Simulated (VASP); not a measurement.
```xyz
2
Lattice="0.0000 2.7226 2.7226 2.7226 0.0000 2.7226 2.7226 2.7226 0.0000" Properties=species:S:1:pos:R:3 pbc="T T T"
Ga     0.0000     0.0000     0.0000
P      1.3613     1.3613     1.3613
```

Calculation: r2SCAN meta-GGA, VASP's PBE PAW potentials (set 64) (plane waves; VASP). Numerical set-up: 480 eV cut-off, 8×8×8 Γ-centred mesh, Gaussian smearing of 0.050 eV, potentials Ga_d P.

Q: Estimate the energy per atom (σ→0).

A: 
```
Property                         Value
---------------------  ---------------
energy per atom (σ→0)  -10.731 eV/atom
```

Only differences to runs with the same potentials and settings are physical.

The compound is GaP in the zinc blende structure. It was relaxed first.
